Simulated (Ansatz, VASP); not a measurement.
**ZrB2: VASP beside Ansatz**

Wanted: the spread between two codes on one cell, functional and k mesh. The cell is taken from a series of runs on this material, whose earlier steps may have relaxed, scaled, displaced or heated it; both programs get it as it stands.

Calculated with Ansatz 0.2.0; plane waves, with VASP 6.6.1 beside it; zone-centre phonons at PBEsol.

### 1. Starting point

The structure is hexagonal, space group P6/mmm (No. 191). Conventional cell: a = 3.132 Å, b = 3.132 Å, c = 3.648 Å, α = 90.00°, β = 90.00°, γ = 120.00°. Nearest to B lie 3 B at 1.81 Å and 6 Zr at 2.57 Å. Nearest to Zr lie 12 B at 2.57 Å. Farther neighbours are not listed.

Structure file:

```
B Zr
1.0
     3.13199    0.00000    0.00000
    -1.56599    2.71238    0.00000
     0.00000    0.00000    3.64773
B Zr
2 1
Direct
  0.33333 0.66667 0.50000
  0.66667 0.33333 0.50000
  0.00000 0.00000 0.00000
```

### 2. VASP: zone-centre phonons, PBEsol

Second derivatives magnify differences that forces hide, and they need a tight electronic threshold.

Lines of VASP's logs that name or quote its potential files are left out, and so is its time.

Input file INCAR:

```
SYSTEM = ZrB2
PREC = Accurate
ENCUT = 500
EDIFF = 1E-08
NELM = 120
ISMEAR = 1
SIGMA = 0.2
LREAL = .FALSE.
ALGO = Normal
GGA = PS
NBANDS = 15
LASPH = .TRUE.
LORBIT = 11
LWAVE = .FALSE.
LCHARG = .FALSE.
ISIF = 2
IBRION = 8
GGA_COMPAT = .FALSE.
KPAR = 2
```

Input file POSCAR:

```
ZrB2
1.0
    3.1319855427      0.0000000000      0.0000000000
   -1.5659927714      2.7123790442      0.0000000000
    0.0000000000      0.0000000000      3.6477331262
B Zr
2 1
Direct
    0.3333333332      0.6666666668      0.5000000000
    0.6666666668      0.3333333332      0.5000000000
    0.0000000000      0.0000000000      0.0000000000
```

Input file KPOINTS:

```
Automatic mesh
0
Gamma
15 15 12
0 0 0
```

Potentials, in the order of the species: B and Zr_sv (PBE family, release 64).

Command:

```
$ mpirun -np 2 vasp_std
```

Numbers of over 12 decimals in the logs are rounded to 6 here.

The program printed:

```text
[banner, memory and clock lines left out]
running    2 mpi-ranks, on    1 nodes
 distrk:  each k-point on    1 cores,    2 groups
 distr:  one band on    1 cores,    1 groups

 POSCAR found type information on POSCAR B Zr
 POSCAR found :  2 types and       3 ions
|                                                                             |
|               ----> ADVICE to this user running VASP <----                  |
|                                                                             |
|     You enforced a specific xc type in the INCAR file but a different       |
|     [... a line on the potential file left out ...]
|     I HOPE YOU KNOW WHAT YOU ARE DOING!                                     |
|                                                                             |

 LDA part: xc-table for (Slater+PW92), standard interpolation
 POSCAR, INCAR and KPOINTS ok, starting setup
 FFT: planning ... GRIDC
 FFT: planning ... GRID_SOFT
 FFT: planning ... GRID
 WAVECAR not read
 entering main loop
       N       E                     dE             d eps       ncg     rms          rms(c)
DAV:   1     0.991210797609E+02    0.99121E+02   -0.95422E+03  5670   0.116E+03
DAV:   2    -0.248600440423E+02   -0.12398E+03   -0.11941E+03  7245   0.298E+02
DAV:   3    -0.290091640198E+02   -0.41491E+01   -0.41188E+01  9268   0.469E+01
DAV:   4    -0.290682553489E+02   -0.59091E-01   -0.59071E-01  6448   0.534E+00
DAV:   5    -0.290698076563E+02   -0.15523E-02   -0.15523E-02  8837   0.566E-01    0.212E+01
DAV:   6    -0.263884563025E+02    0.26814E+01   -0.64859E+00  7067   0.172E+01    0.870E+00
DAV:   7    -0.263509351144E+02    0.37521E-01   -0.66036E-01  8100   0.513E+00    0.330E+00
DAV:   8    -0.263498852544E+02    0.10499E-02   -0.94900E-02  6725   0.253E+00    0.485E-01
DAV:   9    -0.263464017145E+02    0.34835E-02   -0.21375E-02  7342   0.107E+00    0.213E-01
DAV:  10    -0.263459451299E+02    0.45658E-03   -0.19843E-03  6625   0.418E-01    0.335E-02
DAV:  11    -0.263459568842E+02   -0.11754E-04   -0.75511E-05  7502   0.834E-02    0.104E-02
DAV:  12    -0.263459550571E+02    0.18270E-05   -0.26661E-06  7339   0.119E-02    0.584E-03
DAV:  13    -0.263459549315E+02    0.12558E-06   -0.45200E-07  7976   0.547E-03    0.151E-03
DAV:  14    -0.263459549200E+02    0.11516E-07   -0.23664E-08  5904   0.134E-03    0.533E-04
DAV:  15    -0.263459548960E+02    0.24078E-07   -0.29364E-09  3479   0.516E-04    0.197E-04
DAV:  16    -0.263459548859E+02    0.10073E-07   -0.11559E-09  3164   0.303E-04    0.282E-05
DAV:  17    -0.263459548851E+02    0.74670E-09   -0.23552E-10  3045   0.132E-04
   1 F= -.26345955E+02 E0= -.26346204E+02  d E =0.746880E-03
 Linear response reoptimize wavefunctions to high precision
DAV:   1    -0.263459548869E+02   -0.17662E-08   -0.62496E-11  3283   0.530E-05
DAV:   2    -0.263459548869E+02    0.59117E-11   -0.18883E-11  3017   0.238E-05
 Linear response DOF=           4
 Linear response progress:
  Degree of freedom:   1/  4
       N       E                     dE             d eps       ncg     rms          rms(c)
RMM:   1    -0.474839602882E-01   -0.47484E-01   -0.22999E-02 57624   0.101E+00
RMM:   2    -0.426186476775E-01    0.48653E-02   -0.23812E-03 46758   0.247E-01    0.141E-01
RMM:   3    -0.425744450155E-01    0.44203E-04   -0.63851E-04 44589   0.119E-01    0.707E-02
RMM:   4    -0.430336398807E-01   -0.45919E-03   -0.40528E-04 43469   0.948E-02    0.827E-03
RMM:   5    -0.430359665330E-01   -0.23267E-05   -0.49180E-05 52334   0.264E-02    0.216E-03
RMM:   6    -0.430366742044E-01   -0.70767E-06   -0.10070E-05 56372   0.946E-03    0.108E-03
RMM:   7    -0.430337938287E-01    0.28804E-05   -0.13707E-06 55165   0.456E-03    0.267E-04
RMM:   8    -0.430353808051E-01   -0.15870E-05    0.21163E-07 58279   0.211E-03    0.137E-04
RMM:   9    -0.430349843358E-01    0.39647E-06    0.47427E-07 59218   0.973E-04    0.296E-05
RMM:  10    -0.430351809782E-01   -0.19664E-06    0.78396E-08 58674   0.474E-04    0.246E-05
RMM:  11    -0.430350620328E-01    0.11895E-06    0.16287E-07 58750   0.238E-04    0.701E-06
RMM:  12    -0.430350528866E-01    0.91462E-08    0.58407E-08 60360   0.121E-04    0.462E-06
 first order change of Fermi-energy   0.18890E-04
 force on displaced ion       1 direction 1 : -16.158  -0.001   0.000
 Linear response progress:
  Degree of freedom:   2/  4
       N       E                     dE             d eps       ncg     rms          rms(c)
RMM:   1    -0.469968249426E-01   -0.46997E-01   -0.64494E-04 20261   0.108E+00
RMM:   2    -0.443330106560E-01    0.26638E-02   -0.19185E-03 16254   0.241E-01    0.114E-01
RMM:   3    -0.442553363324E-01    0.77674E-04   -0.95124E-04 15809   0.142E-01    0.526E-02
RMM:   4    -0.445895981634E-01   -0.33426E-03   -0.34093E-04 16684   0.873E-02    0.128E-02
RMM:   5    -0.446540405437E-01   -0.64442E-04   -0.51690E-05 18030   0.334E-02    0.410E-03
RMM:   6    -0.446645151856E-01   -0.10475E-04   -0.12506E-05 19017   0.134E-02    0.870E-04
RMM:   7    -0.446568685995E-01    0.76466E-05   -0.91703E-06 19434   0.588E-03    0.273E-04
RMM:   8    -0.446575947520E-01   -0.72615E-06   -0.40520E-06 19479   0.282E-03    0.145E-04
RMM:   9    -0.446565196921E-01    0.10751E-05   -0.32133E-06 19539   0.145E-03    0.851E-05
RMM:  10    -0.446570087842E-01   -0.48909E-06   -0.17667E-06 19756   0.777E-04    0.779E-06
RMM:  11    -0.446569777280E-01    0.31056E-07   -0.12044E-06 20959   0.381E-04    0.955E-06
RMM:  12    -0.446569738738E-01    0.38542E-08   -0.64116E-07 20758   0.194E-04    0.447E-06
RMM:  13    -0.446569550770E-01    0.18797E-07   -0.43192E-07 20480   0.101E-04    0.396E-06
RMM:  14    -0.446569723600E-01   -0.17283E-07   -0.23613E-07 20431   0.538E-05    0.208E-06
RMM:  15    -0.446569725034E-01   -0.14343E-09   -0.15777E-07 19974   0.286E-05    0.202E-06
RMM:  16    -0.446569704802E-01    0.20232E-08   -0.88244E-08 18789   0.155E-05    0.170E-06
 first order change of Fermi-energy  -0.45973E-04
 force on displaced ion       1 direction 3 :  -0.000   0.000  -9.175
 Linear response progress:
  Degree of freedom:   3/  4
       N       E                     dE             d eps       ncg     rms          rms(c)
RMM:   1    -0.678251732660E+00   -0.67825E+00    0.30115E+00 15442   0.149E+01
RMM:   2    -0.623535679774E+00    0.54716E-01   -0.18884E-01 21379   0.281E+00    0.177E-01
RMM:   3    -0.624661598008E+00   -0.11259E-02   -0.32440E-02 25715   0.869E-01    0.555E-02
RMM:   4    -0.626228794802E+00   -0.15672E-02   -0.56321E-03 31643   0.303E-01    0.307E-02
RMM:   5    -0.626719826041E+00   -0.49103E-03   -0.94203E-04 31514   0.114E-01    0.184E-02
RMM:   6    -0.626706936925E+00    0.12889E-04   -0.13579E-04 31621   0.505E-02    0.416E-03
RMM:   7    -0.626677101300E+00    0.29836E-04   -0.35457E-05 32823   0.235E-02    0.367E-03
RMM:   8    -0.626667242175E+00    0.98591E-05   -0.87889E-06 32893   0.132E-02    0.848E-04
RMM:   9    -0.626671958990E+00   -0.47168E-05   -0.79742E-06 33537   0.772E-03    0.163E-04
RMM:  10    -0.626673109817E+00   -0.11508E-05   -0.58959E-06 34175   0.488E-03    0.166E-04
RMM:  11    -0.626673522006E+00   -0.41219E-06   -0.30176E-06 35029   0.332E-03    0.202E-04
RMM:  12    -0.626670411144E+00    0.31109E-05   -0.24797E-06 33016   0.250E-03    0.278E-04
RMM:  13    -0.626673426438E+00   -0.30153E-05   -0.16959E-06 30986   0.201E-03    0.972E-05
RMM:  14    -0.626676020358E+00   -0.25939E-05   -0.12707E-06 33123   0.152E-03    0.655E-05
[...]
RMM:  29    -0.626681585756E+00   -0.21358E-06   -0.55750E-08 32536   0.151E-04    0.278E-06
RMM:  30    -0.626681682235E+00   -0.96479E-07   -0.46131E-08 31136   0.131E-04    0.269E-06
RMM:  31    -0.626681787896E+00   -0.10566E-06   -0.38910E-08 31271   0.118E-04    0.151E-06
RMM:  32    -0.626681825710E+00   -0.37814E-07   -0.34221E-08 30178   0.103E-04    0.214E-06
RMM:  33    -0.626681841371E+00   -0.15661E-07   -0.29862E-08 22804   0.915E-05    0.334E-06
RMM:  34    -0.626681802001E+00    0.39370E-07   -0.24641E-08 20864   0.825E-05    0.589E-06
RMM:  35    -0.626681791749E+00    0.10252E-07   -0.22739E-08 17088   0.738E-05    0.756E-06
RMM:  36    -0.626681801388E+00   -0.96395E-08   -0.18682E-08 13196   0.661E-05    0.842E-06
 first order change of Fermi-energy   0.51151E-04
 force on displaced ion       3 direction 1 : -12.117   0.000   0.000
 Linear response progress:
  Degree of freedom:   4/  4
       N       E                     dE             d eps       ncg     rms          rms(c)
RMM:   1    -0.772755770597E+00   -0.77276E+00    0.25910E+00  6585   0.146E+01
RMM:   2    -0.717982040353E+00    0.54774E-01   -0.16168E-01  8872   0.266E+00    0.198E-01
RMM:   3    -0.721118894736E+00   -0.31369E-02   -0.36651E-02 10366   0.812E-01    0.611E-02
RMM:   4    -0.723495267093E+00   -0.23764E-02   -0.64067E-03 12003   0.279E-01    0.372E-02
RMM:   5    -0.723750515448E+00   -0.25525E-03   -0.10631E-03 12725   0.103E-01    0.255E-02
RMM:   6    -0.723547492970E+00    0.20302E-03   -0.10631E-04 12634   0.492E-02    0.655E-03
RMM:   7    -0.723628269848E+00   -0.80777E-04    0.11533E-05 12730   0.221E-02    0.391E-03
RMM:   8    -0.723611775839E+00    0.16494E-04    0.23646E-05 13182   0.116E-02    0.797E-04
RMM:   9    -0.723615253243E+00   -0.34774E-05    0.22591E-05 13701   0.660E-03    0.768E-04
RMM:  10    -0.723617078989E+00   -0.18257E-05    0.19283E-05 13672   0.459E-03    0.284E-04
RMM:  11    -0.723619651436E+00   -0.25724E-05    0.18148E-05 13765   0.331E-03    0.440E-05
RMM:  12    -0.723619280594E+00    0.37084E-06    0.13477E-05 13268   0.244E-03    0.950E-05
RMM:  13    -0.723619658203E+00   -0.37761E-06    0.12887E-05 13988   0.186E-03    0.101E-04
RMM:  14    -0.723619459657E+00    0.19855E-06    0.99988E-06 13946   0.148E-03    0.753E-05
[...]
RMM:  33    -0.723625455498E+00   -0.98159E-08    0.31490E-07 10309   0.772E-05    0.170E-06
RMM:  34    -0.723625441553E+00    0.13946E-07    0.24689E-07  8055   0.684E-05    0.651E-07
RMM:  35    -0.723625437510E+00    0.40423E-08    0.21907E-07  6707   0.609E-05    0.299E-07
RMM:  36    -0.723625439814E+00   -0.23041E-08    0.17360E-07  5712   0.545E-05    0.945E-07
RMM:  37    -0.723625440421E+00   -0.60652E-09    0.15090E-07  5457   0.489E-05    0.154E-06
RMM:  38    -0.723625439902E+00    0.51896E-09    0.11951E-07  5241   0.441E-05    0.217E-06
RMM:  39    -0.723625443340E+00   -0.34379E-08    0.10379E-07  5139   0.398E-05    0.260E-06
RMM:  40    -0.723625448893E+00   -0.55535E-08    0.82200E-08  5344   0.361E-05    0.296E-06
 first order change of Fermi-energy  -0.15464E-03
 force on displaced ion       3 direction 3 :  -0.000  -0.000 -12.145
 Linear response finished
```

Parts of OUTCAR (step 2):

```text
ion  position               nearest neighbor table
   1  0.333  0.667  0.500-   2 1.81   2 1.81   2 1.81   3 2.57   3 2.57   3 2.57   3 2.57   3 2.57
                             3 2.57
   2  0.667  0.333  0.500-   1 1.81   1 1.81   1 1.81   3 2.57   3 2.57   3 2.57   3 2.57   3 2.57
                             3 2.57
   3  0.000  0.000  0.000-   1 2.57   2 2.57   1 2.57   2 2.57   1 2.57   1 2.57   2 2.57   2 2.57
                             2 2.57   2 2.57   1 2.57   1 2.57

  LATTYP: Found a hexagonal cell.
 ALAT       =     3.1319855427
 C/A-ratio  =     1.1646711252

 Subroutine GETGRP returns: Found 24 space group operations
 (whereof 24 operations were pure point group operations)

The static configuration has the point symmetry D_6h.

 Found    189 irreducible k-points:

   k-points           NKPTS =    189   k-points in BZ     NKDIM =    189   number of bands    NBANDS=     15

   dimension x,y,z NGX =    24 NGY =   24 NGZ =   28
   dimension x,y,z NGXF=    48 NGYF=   48 NGZF=   56

   ENCUT  =  500.0 eV  36.75 Ry    6.06 a.u.   5.71  5.71  6.65*2*pi/ulx,y,z

   NELECT =      18.0000    total number of electrons

 k-points in reciprocal lattice and weights: Automatic mesh
   0.00000000  0.00000000  0.00000000       0.000
   0.06666667 -0.00000000  0.00000000       0.002
   0.13333333 -0.00000000  0.00000000       0.002
   0.20000000  0.00000000  0.00000000       0.002
   0.26666667 -0.00000000  0.00000000       0.002
   0.33333333  0.00000000  0.00000000       0.002
   0.40000000 -0.00000000  0.00000000       0.002
   0.46666667 -0.00000000  0.00000000       0.002
   0.06666667  0.06666667  0.00000000       0.002
[...]
0.33333333  0.26666667  0.50000000       0.004
   0.33333333  0.33333333  0.50000000       0.001

 average (electrostatic) potential at core
       1 -22.1081       2 -22.1081       3 -72.7966

  Total        0.0583577      0.0583577     -2.8747393     -0.0000000      0.0000000      0.0000000
  in kB        3.0172779      3.0172779   -148.6332121     -0.0000000      0.0000000      0.0000000
  external PRESSURE =     -47.5328854 kB  Pullay stress =       0.0000000 kB

  energy-cutoff  :      500.00
  volume of cell :       30.99
      direct lattice vectors                 reciprocal lattice vectors
     3.131985543  0.000000000  0.000000000     0.319286276  0.184340017  0.000000000
    -1.565992771  2.712379044  0.000000000     0.000000000  0.368680035  0.000000000
     0.000000000  0.000000000  3.647733126     0.000000000  0.000000000  0.274142862

 POSITION                                       TOTAL-FORCE (eV/Angst)
 -----------------------------------------------------------------------------------
     -0.00000      1.80825      1.82387        -0.000000      0.000000     -0.000000
      1.56599      0.90413      1.82387         0.000000      0.000000      0.000000
      0.00000      0.00000      0.00000        -0.000000      0.000000     -0.000000
 -----------------------------------------------------------------------------------
    total drift:                                0.000000     -0.000000     -0.000000

 Eigenvectors and eigenvalues of the dynamical matrix
 ----------------------------------------------------

   1 f  =   24.364815 THz   153.088649 2PiTHz  812.722754 cm-1   100.764734 meV
             X         Y         Z           dx          dy          dz
     -0.000000  1.808253  1.823867    -0.668402    0.230734   -0.000000
      1.565993  0.904126  1.823867     0.668402   -0.230734    0.000000
      0.000000  0.000000  0.000000    -0.000000   -0.000000    0.000000

   2 f  =   24.364815 THz   153.088649 2PiTHz  812.722754 cm-1   100.764734 meV
             X         Y         Z           dx          dy          dz
     -0.000000  1.808253  1.823867     0.230734    0.668402    0.000000
      1.565993  0.904126  1.823867    -0.230734   -0.668402   -0.000000
      0.000000  0.000000  0.000000    -0.000000    0.000000    0.000000

   3 f  =   16.660384 THz   104.680283 2PiTHz  555.730607 cm-1    68.901783 meV
             X         Y         Z           dx          dy          dz
     -0.000000  1.808253  1.823867     0.000000   -0.000000   -0.707107
      1.565993  0.904126  1.823867     0.000000   -0.000000    0.707107
      0.000000  0.000000  0.000000     0.000000    0.000000    0.000000

   4 f  =   13.031168 THz    81.877245 2PiTHz  434.672983 cm-1    53.892557 meV
             X         Y         Z           dx          dy          dz
     -0.000000  1.808253  1.823867    -0.000000   -0.000000   -0.635765
      1.565993  0.904126  1.823867    -0.000000   -0.000000   -0.635765
      0.000000  0.000000  0.000000    -0.000000   -0.000000    0.437729

   5 f  =   13.014965 THz    81.775435 2PiTHz  434.132495 cm-1    53.825545 meV
             X         Y         Z           dx          dy          dz
     -0.000000  1.808253  1.823867    -0.600950    0.207447    0.000000
      1.565993  0.904126  1.823867    -0.600950    0.207447   -0.000000
      0.000000  0.000000  0.000000     0.413816   -0.142848    0.000000

   6 f  =   13.014965 THz    81.775435 2PiTHz  434.132495 cm-1    53.825545 meV
             X         Y         Z           dx          dy          dz
     -0.000000  1.808253  1.823867    -0.207447   -0.600950    0.000000
      1.565993  0.904126  1.823867    -0.207447   -0.600950   -0.000000
      0.000000  0.000000  0.000000     0.142848    0.413816    0.000000

   7 f/i=    0.000012 THz     0.000077 2PiTHz    0.000409 cm-1     0.000051 meV
             X         Y         Z           dx          dy          dz
     -0.000000  1.808253  1.823867    -0.000000    0.000000    0.309521
      1.565993  0.904126  1.823867    -0.000000    0.000000    0.309521
      0.000000  0.000000  0.000000    -0.000000    0.000000    0.899107

   8 f/i=    0.000708 THz     0.004449 2PiTHz    0.023619 cm-1     0.002928 meV
             X         Y         Z           dx          dy          dz
     -0.000000  1.808253  1.823867    -0.305416    0.050454   -0.000000
      1.565993  0.904126  1.823867    -0.305416    0.050454   -0.000000
      0.000000  0.000000  0.000000    -0.887061    0.146540   -0.000000

   9 f/i=    0.000708 THz     0.004449 2PiTHz    0.023619 cm-1     0.002928 meV
             X         Y         Z           dx          dy          dz
     -0.000000  1.808253  1.823867     0.050454    0.305416   -0.000000
      1.565993  0.904126  1.823867     0.050454    0.305416   -0.000000
      0.000000  0.000000  0.000000     0.146540    0.887061   -0.000000

 ELASTIC MODULI CONTR FROM IONIC RELAXATION (kBar)
 Direction    XX          YY          ZZ          XY          YZ          ZX
 --------------------------------------------------------------------------------
 XX          -0.2025      0.2025      0.0000      0.0000      0.0000      0.0000
 YY           0.2025     -0.2025     -0.0000      0.0000      0.0000     -0.0000
 ZZ           0.0000     -0.0000     -0.0000      0.0000      0.0000     -0.0000
 XY           0.0000      0.0000      0.0000     -0.2025      0.0000     -0.0000
 YZ           0.0000      0.0000      0.0000      0.0000      0.0000      0.0000
 ZX           0.0000     -0.0000     -0.0000     -0.0000      0.0000     -0.0000
 --------------------------------------------------------------------------------
```

(Part 1 of 2 ends here.)

[Lines on the potential files, build, host, timing and source positions are cut from VASP's logs without a mark.]

[Logs are printed without paths, hosts, clocks, repeated set-up lines and the standing remarks that a program may print on its own settings, such as how far it seeks lower states.]

[Hosts, paths, dates, database ids (printed as entryN), source tags and the programs' standing remarks are cut or masked in the printed files.]
